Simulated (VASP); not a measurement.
A run of VASP 6.6.1:

Contents of INCAR:

```
SYSTEM = InCl3
ALGO = Normal
EDIFF = 1E-6
EDIFFG = -0.02
ENCUT = 520
GGA = PE
IBRION = 2
ISIF = 2
ISMEAR = 0
LASPH = .TRUE.
LCHARG = .FALSE.
LREAL = .FALSE.
LWAVE = .FALSE.
NELM = 60
NSW = 40
PREC = Accurate
SIGMA = 0.01
```

The input KPOINTS:

```
k-points
0
G
  1 1 1
  0 0 0
```

The input POSCAR:

```
InCl3
1.0
   11.0000000000      0.0000000000      0.0000000000
    0.0000000000     13.0000000000      0.0000000000
    0.0000000000      0.0000000000     13.0000000000
Cl In
3 1
Direct
    0.4725780000      0.5649760000      0.6491360000
    0.5805580000      0.3708810000      0.4330130000
    0.4214410000      0.6322400000      0.3549840000
    0.4893150000      0.5217410000      0.4800450000
```

Potentials or basis: VASP PAW PBE potentials, release 64 (Cl, In_d).

Launch:

```bash
$ cat potpaw_PBE.64/Cl/POTCAR potpaw_PBE.64/In_d/POTCAR > POTCAR
$ mpirun -np 1 vasp_gam > vasp.out
```

Hardware: 1 thread of Intel(R) Xeon(R) Platinum 8488C (Sapphire Rapids), with other jobs on the host.

Question: How long does it take, and how much memory?

Answer: Wall time 12 min on 1 thread of Intel(R) Xeon(R) Platinum 8488C (Sapphire Rapids) (shared host), peak memory 1.3 GiB. Counts: scf iterations 121, k points 1, ion steps 11.
